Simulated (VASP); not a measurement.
Crystal: Li.

```
Li
1.0
    -1.71966    1.71966    1.71966
     1.71966   -1.71966    1.71966
     1.71966    1.71966   -1.71966
Li
1
Direct
  0.00000 0.00000 0.00000
```

```yaml
Program: VASP 6.6.1
Task: relaxation of cell and atoms
Functional: PBE
Dispersion: D3(BJ)
Potentials_or_basis: VASP PAW PBE potentials, release 64 (Li_sv)
Cutoff: 600 eV
k_mesh: 18 × 18 × 18
Occupations: gaussian, width 0.1 eV
Spin: no spin polarisation
```

At the start: pressure -1.5 GPa; volume 20.34 Å³/atom.

Problem. Where does the relaxation end?

Solution. Over 5 steps the energy falls by 11.4 meV/atom and the volume is 18.11 Å³/atom (-11.0 %); space group Im-3m (No. 229, to 0.05 Å).

Step by step:
```
step  energy change (eV)  largest force (eV/Å)  pressure (GPa)  volume (Å³)
   1              0.0000                0.0000           -1.48        20.34
   2             -0.0046                0.0000           -1.20        19.79
   3             -0.0112                0.0000           -0.24        18.37
   4             -0.0114                0.0000            0.02        18.06
   5             -0.0114                0.0000           -0.01        18.11
```

Final structure:
```
Li
1.0
    -1.65423    1.65423    1.65423
     1.65423   -1.65423    1.65423
     1.65423    1.65423   -1.65423
Li
1
Direct
  0.00000 0.00000 0.00000
```

Caveat: the cutoff is under 1.25 times the usual one of these potentials, so pressure, stress and relaxed cells hold a basis-set (Pulay) error; pairwise dispersion overbinds metals, which lowers pressure and volume.
